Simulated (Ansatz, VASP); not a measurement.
# AlN: VASP beside Ansatz

One calculation is typed for both programs; each brings its own data sets. How far apart do they land? The cell is taken from a series of runs on this material, whose earlier steps may have relaxed, scaled, displaced or heated it; both programs get it as it stands.

Calculated with Ansatz 0.2.0; plane waves, with VASP 6.6.1 beside it; relaxation of cell and atoms at PBE.

## Step 1: Starting point

Symmetry: P6_3mc, No. 186, hexagonal system. Conventional cell: a = 3.130 Å, b = 3.130 Å, c = 5.018 Å, α = 90.00°, β = 90.00°, γ = 120.00°. Nearest to Al lie 4 N at 1.90 to 1.91 Å. Nearest to N lie 4 Al at 1.90 to 1.91 Å. Farther neighbours and most contacts between anions are not listed.

## Step 2: Ansatz: relaxation of cell and atoms, PBE

Ansatz runs on its default PAW (the set named soft_2) files.

The relaxed volume is the usual yardstick between codes: in a stiff, nearly cubic crystal its relative difference is about their pressure difference at one cell divided by the bulk modulus.

input.yaml

```yaml
crystal:
  lattice:
    - [3.1302373118, 0.0, 0.0]
    - [-1.5651186559, 2.7108650319, 0.0]
    - [0.0, 0.0, 5.0179768918]
  atoms:
    - { symbol: Al, position: [0.3333333333, 0.6666666667, -0.0007695063] }
    - { symbol: Al, position: [0.6666666667, 0.3333333333, 0.4992304937] }
    - { symbol: "N", position: [0.3333333333, 0.6666666667, 0.3807695063] }
    - { symbol: "N", position: [0.6666666667, 0.3333333333, 0.8807695063] }
kpoints:
  mp_grid: { grid: [9, 9, 4] }
hamiltonian:
  xc: pbe
scf:
  occupations: { method: fixed }
output:
  forces: true
  stress: true
  eigenvalues: true
relax:
  adjacent_minimum: "off"
  f_tol: 0.001
  max_steps: 60
  cell: { stress_tol: 0.01 }
```

The run is started by

```bash
$ ansatz run input.yaml --threads 4 --pin off --max-ram 7168MiB --backend cpu --events-out ev --progress --plain --runs-dir out
```

Numbers of over 12 decimals in the logs are rounded to 6 here.

The log of the run:

```text
Engine: ansatz 0.2.0, aarch64-unknown-linux-gnu
Pseudopotentials: kind: paw
Pseudopotential: Al, paw, valence charge 3, recommended cutoff 420 eV (normal), Al.paw.azcp
Pseudopotential: N, paw, valence charge 5, recommended cutoff 420 eV (normal), N.paw.azcp
Functional definition: PBE
  parameter kappa = 0.804
  parameter beta = 0.066725
  exchange = pbe_x(kappa = kappa, mu = beta*pi^2/3)
  correlation = pbe_c(beta = beta)
Crystal: 4 atoms, lattice volume = 42.581 Å³
Basis set: ecut = 420 eV, 833 PW (Γ), exchange–correlation on 48×48×72 points (8 copies of the dense FFT grid, shifted against one another)
Bands: 12, of which v1, the nominal top of the filled ones, is band 8 counted from 1 (7 counted from 0)
Symmetry: 12 space group operations
Space group: P63mc (ITA 186), of the structure as read, at distance tolerance 3.5e-5 Å
k-points: 36 of 324 (time reversal used)
Non-local potential: Al, projectors of the file, l = 0: 2, l = 1: 2, l = 2: 1
Non-local potential: N, projectors of the file, l = 0: 2, l = 1: 2, l = 2: 1
PAW form: soft (Blöchl's): semilocal exchange-correlation on the pseudo side does not see the compensation charge
PAW one-centre angular grid: Al, 110 points (default); XC on 64 Gauss nodes
PAW one-centre angular grid: N, 110 points (default); XC on 64 Gauss nodes
Initial density: superposition of atomic densities (neutral atoms: chi_scale 0, normalization atom), corrected by the library's trained network
Initial wavefunctions: pseudopotential atomic-orbital guess
Functional: x = pbe(κ = 0.804, μ = 0.219515), c = pbe(β = 0.066725)
SCF iter   1: F=—  HF=-1848.507696 eV  |F-HF|=—  |Δ(HF+E_count)|=         —  Δρ=8.14e-4  dr2=1.31e-4  ethr=1.77e-3  ⟨swp⟩=4.8  Hψ=2375  notcnv=0  defer=63
preconditioner: auto → none  [insulator: Δε(μ)=4.030 eV  Ē_g=12.982 eV  n_scr=2 (ndim 8)  ℏωp=22.8 eV  f_vac=0.000  ε∞_Penn≈4.1]
SCF iter   2: F=—  HF=-1848.508017 eV  |F-HF|=—  |Δ(HF+E_count)|=   3.21e-4  Δρ=4.20e-4  dr2=2.27e-5  ethr=8.17e-7  ⟨swp⟩=2.2  Hψ=1073  notcnv=0  defer=72
SCF iter   3: F=—  HF=-1848.507846 eV  |F-HF|=—  |Δ(HF+E_count)|=   1.72e-4  Δρ=1.84e-4  dr2=5.56e-6  ethr=1.42e-7  ⟨swp⟩=2.0  Hψ=651  notcnv=0  defer=25
iter 4 did not close the SCF: its close was put off for the readings that it lacked (scf_convergence_deferred on its scf_iter line)
SCF iter   4: F=-1848.507863 eV  HF=-1848.507863 eV  |F-HF|=3.39e-8  |Δ(HF+E_count)|=   1.73e-5  Δρ=1.50e-5  dr2=4.72e-8  ethr=3.47e-8  ⟨swp⟩=2.0  Hψ=720  notcnv=0  defer=72
iter 5 did not close the SCF: its close was put off for the readings that it lacked (scf_convergence_deferred on its scf_iter line)
SCF iter   5: F=-1848.507863 eV  HF=-1848.507863 eV  |F-HF|=4.24e-9  |Δ(HF+E_count)|=   4.30e-8  Δρ=3.82e-6  dr2=2.63e-9  ethr=2.95e-10  ⟨swp⟩=2.8  Hψ=776  notcnv=0  defer=72
SCF iter   6: F=-1848.507863 eV  HF=-1848.507863 eV  |F-HF|=2.23e-11  |Δ(HF+E_count)|=   4.75e-9  Δρ=3.69e-7  dr2=3.28e-11  ethr=1.64e-11  ⟨swp⟩=4.2  Hψ=2364  notcnv=0
SCF 1 converged in 6 iterations: F = -1848.507863 eV  dr2 = 3.28e-11
  greatest PAW one-centre occupation: 0.787 electrons in one spin orbital (limit 2), on the N atom at site 3 (counted from 0), in its partial waves of l = 0
relax step   1: F+E_penalty+E_count = -1848.50786302 eV  Δ(F+E_penalty+E_count) = +0.000e0 eV  max|allowed force component| = 7.344e-5 eV/Å  Δτ_max = 0.0000 Å  P = +0.003 GPa  Ω = 42.581 Å³  (6 SCF iters, dr2 threshold 1.00e-7 eV, accepted)
Initial density: handed on by an earlier stage of this run
Initial wavefunctions: pseudopotential atomic-orbital guess (no wavefunctions were taken with the density)
iter 1 solved again at ethr=4.17e-9 eV; its pass at ethr=3.10e-3 eV (dr2=6.67e-7 eV) is discarded
SCF iter   1: F=—  HF=-1848.508101 eV  |F-HF|=—  |Δ(HF+E_count)|=         —  Δρ=5.82e-6  dr2=4.02e-9  ethr=4.17e-9  ⟨swp⟩=3.2  Hψ=3717  notcnv=0  defer=72
preconditioner: auto → none  [insulator: Δε(μ)=4.034 eV  Ē_g=12.984 eV  n_scr=2 (ndim 8)  ℏωp=22.8 eV  f_vac=0.000  ε∞_Penn≈4.1]
SCF iter   2: F=—  HF=-1848.507863 eV  |F-HF|=—  |Δ(HF+E_count)|=   2.38e-4  Δρ=3.02e-6  dr2=1.34e-9  ethr=2.51e-11  ⟨swp⟩=3.3  Hψ=926  notcnv=0  defer=72
SCF iter   3: F=—  HF=-1848.507863 eV  |F-HF|=—  |Δ(HF+E_count)|=  4.33e-10  Δρ=1.98e-6  dr2=4.78e-10  ethr=8.37e-12  ⟨swp⟩=1.0  Hψ=432  notcnv=0  defer=72
SCF iter   4: F=—  HF=-1848.507863 eV  |F-HF|=—  |Δ(HF+E_count)|=  2.12e-10  Δρ=1.46e-6  dr2=2.54e-10  ethr=2.99e-12  ⟨swp⟩=1.0  Hψ=432  notcnv=0  defer=72
SCF iter   5: F=—  HF=-1848.507863 eV  |F-HF|=—  |Δ(HF+E_count)|=  2.55e-10  Δρ=3.46e-7  dr2=1.35e-11  ethr=1.59e-12  ⟨swp⟩=2.0  Hψ=684  notcnv=0  defer=72
SCF iter   6: F=—  HF=-1848.507863 eV  |F-HF|=—  |Δ(HF+E_count)|=  1.36e-11  Δρ=1.44e-7  dr2=2.36e-12  ethr=1.00e-12  ⟨swp⟩=1.0  Hψ=432  notcnv=0  defer=72
SCF iter   7: F=-1848.507863 eV  HF=-1848.507863 eV  |F-HF|=0.00e0  |Δ(HF+E_count)|=  2.50e-12  Δρ=4.69e-8  dr2=2.50e-13  ethr=1.00e-12  ⟨swp⟩=7.4  Hψ=2588  notcnv=0
SCF 2 converged in 7 iterations: F = -1848.507863 eV  dr2 = 2.50e-13
relax step   2: F+E_penalty+E_count = -1848.50786302 eV  Δ(F+E_penalty+E_count) = -7.049e-12 eV  max|allowed force component| = 7.660e-5 eV/Å  Δτ_max = 0.0000 Å  P = +0.003 GPa  Ω = 42.581 Å³  stress off target by 5.52e-3 GPa  SCF on the basis re-selected at this cell (its energy is not comparable with the rows above)  (7 SCF iters)
basis re-selected at this cell: Δ(F+E_penalty+E_count) = -7.049e-12 eV, ΔP = +0.000 GPa vs the last step (what re-selecting the basis moved, of the pressure what is left beyond the Pulay correction that the steps carried, after the strain that the cell walked since its last selection, with what the two solves' SCF thresholds leave and, on support functions, any second-order correction that the steps lacked; it is no  [...]
SCF converged after 7 iterations
Free energy (F): -1848.507863 eV
Harris-Foulkes:  -1848.507863 eV  (|F-HF|=0.00e0)
Internal energy: -1848.507863 eV  (E = F + TS)
E sigma→0 (E₀):  -1848.507863 eV
Fermi energy:    6.943300 eV
--- Per-component energies (eV) ---
  E_band       = 27.853170
  E_kinetic    = 317.321243
  E_local      = -451.607532  (includes V_loc(G=0)·N_el)
  E_nonlocal   = 110.503189
  E_hartree    = 156.641659
  E_xc         = -203.250025
  E_vxc        = -215.379973  (∫ρ·V_xc dr)
  E_paw        = -1190.066621  (= ΣΔE_a)
  E_vpaw       = -46.267271  (= ΣTr[D̂ρ^β])
  E_aug_tail   = 0.000195  (compensation charges beyond the density's cutoff)
  E_ewald      = -588.049970
  E_smearing   = -0.000000  (= −TS)
  E_closure    = 0.000000  (closes the sum)
  Σ components = -1848.507863   (vs F -1848.507863, Δ=0.00e0)
--- Forces (eV/Å), atoms counted from 1 ---
  atom   1  Al    -0.00000000    -0.00000000    -0.00008240
  atom   2  Al    -0.00000000     0.00000000    -0.00008240
  atom   3  N      0.00000000     0.00000000     0.00007079
  atom   4  N      0.00000000    -0.00000000     0.00007079
  max |Σ_I F_I| component: 2.32e-5 eV/Å
--- Stress (GPa, compression-positive) ---
        0.001595      -0.000000       0.000000
       -0.000000       0.001595      -0.000000
        0.000000      -0.000000       0.005520
  P = ⅓ Tr σ = 0.0029 GPa (0.029 kbar)
--- Band table (eV; the first three rows and the last of 36) ---
  k-point 0: bands = [... 4 lower, 6.1010, 6.7404, 6.7404, 6.9433, 10.9771, 13.4565, 17.3963, 17.9787]
  k-point 1: bands = [... 4 lower, 6.1897, 6.1897, 6.6422, 6.6422, 11.9475, 13.5704, 17.0662, 17.9508]
  k-point 2: bands = [... 4 lower, 6.4116, 6.4116, 6.4116, 6.4116, 13.2500, 13.2500, 17.1192, 17.1192]
  k-point 35: bands = [... 4 lower, 3.1645, 3.1645, 6.1571, 6.1571, 14.2970, 14.2970, 14.6572, 14.6572]
--- Relaxed structure (1 steps of the walk, 1 accepted, 1 SCFs on fresh bases) ---
  F+E_penalty+E_count = -1848.50786302 eV   max|allowed force component| = 7.660e-5 eV/Å   (the final SCF, on the basis selected at the relaxed cell)
  cell:  # Å, volume = 42.5808 Å³
    - [3.130237, 0.0, 0.0]
    - [-1.565119, 2.710865, 0.0]
    - [0.0, 0.0, 5.0179768918]
  atoms:
    - { symbol: Al, position: [0.333333, 0.666667, -0.0007695063] }
    - { symbol: Al, position: [0.666667, 0.333333, 0.4992304937] }
    - { symbol: N, position: [0.333333, 0.666667, 0.3807695063] }
    - { symbol: N, position: [0.666667, 0.333333, 0.8807695063] }
```

## Step 3: VASP: relaxation of cell and atoms, PBE

The same cell, functional and mesh now go to VASP, with its own data sets.

Lines of VASP's logs that name or quote its potential files are left out, and so is its time.

INCAR

```
SYSTEM = AlN
PREC = Accurate
ENCUT = 600
EDIFF = 1E-07
NELM = 120
ISMEAR = 0
SIGMA = 0.01
LREAL = .FALSE.
ALGO = Normal
GGA = PE
NBANDS = 14
LORBIT = 11
LWAVE = .FALSE.
LCHARG = .FALSE.
ISIF = 3
IBRION = 2
NSW = 80
EDIFFG = -0.005
LASPH = .TRUE.
GGA_COMPAT = .FALSE.
NELMIN = 4
EFERMI = MIDGAP
```

POSCAR

```
AlN
1.0
    3.1302370000      0.0000000000      0.0000000000
   -1.5651190000      2.7108650000      0.0000000000
    0.0000000000      0.0000000000      5.0179770000
Al N
2 2
Direct
    0.3333333618      0.6666667732      0.9992305166
    0.6666666952      0.3333334398      0.4992305166
    0.3333333618      0.6666667732      0.3807695312
    0.6666666952      0.3333334398      0.8807695312
```

KPOINTS

```
Automatic mesh
0
Gamma
9 9 4
0 0 0
```

PAW data sets: Al and N (PBE family, release 64).

The run is started by

```bash
$ mpirun -np 1 vasp_std
```

The log of the run:

```text
[banner, memory and clock lines left out]
running    1 mpi-ranks, on    1 nodes
 distrk:  each k-point on    1 cores,    1 groups
 distr:  one band on    1 cores,    1 groups

 POSCAR found type information on POSCAR AlN
 POSCAR found :  2 types and       4 ions
 LDA part: xc-table for (Slater+PW92), standard interpolation
 POSCAR, INCAR and KPOINTS ok, starting setup
 FFT: planning ... GRIDC
 FFT: planning ... GRID_SOFT
 FFT: planning ... GRID
 WAVECAR not read
 entering main loop
       N       E                     dE             d eps       ncg     rms          rms(c)
DAV:   1     0.514712672247E+02    0.51471E+02   -0.79773E+03  1016   0.114E+03
DAV:   2    -0.302920263112E+02   -0.81763E+02   -0.74865E+02  1450   0.221E+02
DAV:   3    -0.344302491440E+02   -0.41382E+01   -0.41215E+01  1338   0.527E+01
DAV:   4    -0.344600056659E+02   -0.29757E-01   -0.29752E-01  1152   0.498E+00
DAV:   5    -0.344603953972E+02   -0.38973E-03   -0.38972E-03  1320   0.569E-01    0.120E+01
DAV:   6    -0.297611513657E+02    0.46992E+01   -0.13149E+01  1266   0.283E+01    0.414E+00
DAV:   7    -0.297954702125E+02   -0.34319E-01   -0.76604E-01  1116   0.646E+00    0.289E+00
DAV:   8    -0.297886495347E+02    0.68207E-02   -0.74124E-02  1176   0.281E+00    0.545E-01
DAV:   9    -0.297829393169E+02    0.57102E-02   -0.17983E-02  1338   0.100E+00    0.250E-01
DAV:  10    -0.297836634599E+02   -0.72414E-03   -0.34566E-03  1194   0.396E-01    0.152E-01
DAV:  11    -0.297835107918E+02    0.15267E-03   -0.40256E-04  1296   0.158E-01    0.361E-02
DAV:  12    -0.297835142430E+02   -0.34512E-05   -0.19951E-05  1188   0.386E-02    0.930E-03
DAV:  13    -0.297835140980E+02    0.14506E-06   -0.97021E-06  1296   0.252E-02    0.659E-03
DAV:  14    -0.297835140330E+02    0.64938E-07   -0.61117E-07  1218   0.684E-03
   1 F= -.29783514E+02 E0= -.29783514E+02  d E =-.297835E+02
 curvature:   0.00 expect dE= 0.000E+00 dE for cont linesearch  0.000E+00
 trial: gam= 0.00000 g(F)=  0.604E-07 g(S)=  0.378E-03 ort = 0.000E+00 (trialstep = 0.100E+01)
 search vector abs. value=  0.378E-03
 bond charge predicted
       N       E                     dE             d eps       ncg     rms          rms(c)
DAV:   1    -0.297841675974E+02   -0.65350E-03   -0.12504E-02  1140   0.951E-01    0.168E-01
DAV:   2    -0.297835594692E+02    0.60813E-03   -0.16865E-03  1134   0.315E-01    0.401E-02
DAV:   3    -0.297835566514E+02    0.28178E-05   -0.10502E-04  1224   0.843E-02    0.145E-02
DAV:   4    -0.297835537774E+02    0.28740E-05   -0.30979E-06  1236   0.160E-02    0.777E-03
DAV:   5    -0.297835534867E+02    0.29070E-06   -0.73176E-07  1224   0.697E-03    0.275E-03
DAV:   6    -0.297835536297E+02   -0.14295E-06   -0.23429E-08   708   0.137E-03    0.319E-04
DAV:   7    -0.297835536111E+02    0.18616E-07   -0.10666E-08   666   0.762E-04
   2 F= -.29783554E+02 E0= -.29783554E+02  d E =-.395780E-04
 trial-energy change:   -0.000040  1 .order   -0.000030   -0.000378    0.000318
 step:   0.5635(harm=  0.5431)  dis= 0.00002  next Energy=   -29.783622 (dE=-0.108E-03)
 bond charge predicted
       N       E                     dE             d eps       ncg     rms          rms(c)
DAV:   1    -0.297837427296E+02   -0.18910E-03   -0.23641E-03  1128   0.413E-01    0.733E-02
DAV:   2    -0.297836258588E+02    0.11687E-03   -0.32124E-04  1146   0.138E-01    0.174E-02
DAV:   3    -0.297836247533E+02    0.11055E-05   -0.19879E-05  1182   0.367E-02    0.641E-03
DAV:   4    -0.297836238411E+02    0.91220E-06   -0.59150E-07  1260   0.701E-03    0.340E-03
DAV:   5    -0.297836233886E+02    0.45244E-06   -0.12781E-07   792   0.302E-03    0.988E-04
DAV:   6    -0.297836233284E+02    0.60241E-07   -0.11396E-08   618   0.935E-04
   3 F= -.29783623E+02 E0= -.29783623E+02  d E =-.109295E-03
 curvature:  -0.27 expect dE=-0.706E-07 dE for cont linesearch -0.459E-07
 trial: gam= 0.00000 g(F)=  0.789E-07 g(S)=  0.182E-06 ort =-0.800E-05 (trialstep = 0.913E+00)
 search vector abs. value=  0.261E-06
 reached required accuracy - stopping structural energy minimisation
```

From OUTCAR (step 3):

```text
ion  position               nearest neighbor table
   1  0.333  0.667  0.999-   4 1.90   4 1.90   4 1.90   3 1.91   2 3.09   2 3.09   2 3.09   2 3.09
                             2 3.09   2 3.09
   2  0.667  0.333  0.499-   3 1.90   3 1.90   3 1.90   4 1.91   1 3.09   1 3.09   1 3.09   1 3.09
                             1 3.09   1 3.09
   3  0.333  0.667  0.381-   2 1.90   2 1.90   2 1.90   1 1.91
   4  0.667  0.333  0.881-   1 1.90   1 1.90   1 1.90   2 1.91

  LATTYP: Found a hexagonal cell.
 ALAT       =     3.1302370000
 C/A-ratio  =     1.6030661576

 Subroutine GETGRP returns: Found 12 space group operations
 (whereof  6 operations were pure point group operations)

The static configuration has the point symmetry C_3v.
 The point group associated with its full space group is C_6v.

 Found     36 irreducible k-points:

   k-points           NKPTS =     36   k-points in BZ     NKDIM =     36   number of bands    NBANDS=     14

   dimension x,y,z NGX =    28 NGY =   28 NGZ =   40
   dimension x,y,z NGXF=    56 NGYF=   56 NGZF=   80

   ENCUT  =  600.0 eV  44.10 Ry    6.64 a.u.   6.25  6.25 10.02*2*pi/ulx,y,z

   NELECT =      16.0000    total number of electrons

 k-points in reciprocal lattice and weights: Automatic mesh
   0.00000000  0.00000000  0.00000000       0.003
   0.11111111  0.00000000  0.00000000       0.019
   0.22222222  0.00000000  0.00000000       0.019
   0.33333333 -0.00000000  0.00000000       0.019
   0.44444444  0.00000000  0.00000000       0.019
   0.11111111  0.11111111  0.00000000       0.019
   0.22222222  0.11111111  0.00000000       0.037
   0.33333333  0.11111111  0.00000000       0.037
   0.44444444  0.11111111  0.00000000       0.019
[...]
0.33333333  0.22222222  0.50000000       0.037
   0.33333333  0.33333333  0.50000000       0.006

 average (electrostatic) potential at core
       1 -71.8994       2 -71.8994       3 -60.1219       4 -60.1219

 E-fermi :   8.0145

 k-point     1 :       0.0000    0.0000    0.0000
  band No.  band energies     occupation
    ...
      4       5.1380      2.00000
      5       5.1380      2.00000
      6       5.7810      2.00000
      7       5.7810      2.00000
      8       5.9837      2.00000
      9      10.0452      0.00000
     10      12.5109      0.00000
     11      16.4564      0.00000
     12      17.0263      0.00000
     13      17.0263      0.00000
    ...

 k-point     2 :       0.1111    0.0000    0.0000
  band No.  band energies     occupation
    ...
      4       4.4404      2.00000
      5       4.9440      2.00000
      6       5.1007      2.00000
      7       5.7518      2.00000
      8       5.9138      2.00000
      9      10.7360      0.00000
     10      13.1185      0.00000
     11      15.8299      0.00000
     12      16.1124      0.00000
     13      17.4662      0.00000
    ...

 k-point     3 :       0.2222    0.0000    0.0000
  band No.  band energies     occupation
    ...
      4       2.9563      2.00000
      5       3.8536      2.00000
      6       4.5437      2.00000
      7       5.6209      2.00000
      8       5.6561      2.00000
      9      11.8613      0.00000
     10      13.6524      0.00000
     11      14.2987      0.00000
     12      15.6947      0.00000
     13      17.6634      0.00000
    ...

  Total        0.0026117      0.0026117      0.0011939     -0.0000000      0.0000000      0.0000000
  in kB        0.0984759      0.0984759      0.0450150     -0.0000000      0.0000000      0.0000000
  external PRESSURE =       0.0806556 kB  Pullay stress =       0.0000000 kB

  energy-cutoff  :      600.00
  volume of cell :       42.49
      direct lattice vectors                 reciprocal lattice vectors
     3.127957077  0.000000000  0.000000000     0.319697482  0.184577470  0.000000000
    -1.563979038  2.708890528 -0.000000000    -0.000000000  0.369154822  0.000000000
     0.000000000  0.000000000  5.014864469    -0.000000000  0.000000000  0.199407184

 POSITION                                       TOTAL-FORCE (eV/Angst)
 -----------------------------------------------------------------------------------
     -0.00000      1.80593      5.01102        -0.000000      0.000000      0.000640
      1.56398      0.90296      2.50359        -0.000000      0.000000      0.000640
     -0.00000      1.80593      1.90949        -0.000000      0.000000     -0.000640
      1.56398      0.90296      4.41692         0.000000     -0.000000     -0.000640
 -----------------------------------------------------------------------------------
    total drift:                                0.000051     -0.000268      0.000613

  FREE ENERGIE OF THE ION-ELECTRON SYSTEM (eV)
  ---------------------------------------------------
  free  energy   TOTEN  =       -29.7836233284 eV

  energy  without entropy=      -29.7836233284  energy(sigma->0) =      -29.78362333

 reached required accuracy - stopping structural energy minimisation

 total charge
# of ion       s       p       d       tot
------------------------------------------
    1        0.366   0.432   0.000   0.798
    2        0.366   0.432   0.000   0.798
    3        1.219   2.619   0.000   3.838
    4        1.219   2.619   0.000   3.838
--------------------------------------------------
tot          3.170   6.101   0.000   9.271

[... 3 further parts left out ...]
```

CONTCAR:

```
AlN
   1.00000000000000
     3.1279570768340252    0.0000000004205159    0.0000000000000000
    -1.5639790376886573    2.7088905278889928   -0.0000000000000000
     0.0000000000000000    0.0000000000000000    5.0148644688291597
  Al              N
     2     2
Direct
     0.3333333618000012    0.6666667731999993    0.9992335442212251
     0.6666666952000000    0.3333334398000005    0.4992335442212251
     0.3333333618000012    0.6666667731999993    0.3807665035787779
     0.6666666952000000    0.3333334398000005    0.8807665035787778
```

## Step 4: Side by side

Known differences besides the potentials themselves: fixed occupations in Ansatz, narrow Gaussian smearing in VASP; the cutoff is 420 eV in Ansatz and 600 eV in VASP; Ansatz adds a Pulay correction to the stress that steers its cell, VASP none. Total energies have different zeros and are not compared.

Both answers:

```csv
quantity,Ansatz,VASP,difference
volume (Å³),42.58,42.49,+0.21 %
"edge a after relaxation, in the typed setting (Å)",3.130,3.128,+0.07 %
"edge c after relaxation, in the typed setting (Å)",5.018,5.015,+0.06 %
```

## Step 5: What came out

* difference in volume (relaxation of cell and atoms, PBE): 0.21 %

**Reading.** The difference in volume is 0.21 % (relaxation of cell and atoms, PBE), within the 1.2 % picked in this series as the mark of a large difference, as far as the stopping tolerances let one tell. Such differences can come from data sets, numerical settings and the points named under the comparisons, not from the functional's error against experiment.

[Lines on the potential files, build, host, timing and source positions are cut from VASP's logs without a mark.]

[Logs are printed without paths, hosts, clocks, repeated set-up lines and the standing remarks that a program may print on its own settings, such as how far it seeks lower states.]

[Hosts, paths, dates, database ids (printed as entryN), source tags and the programs' standing remarks are cut or masked in the printed files.]
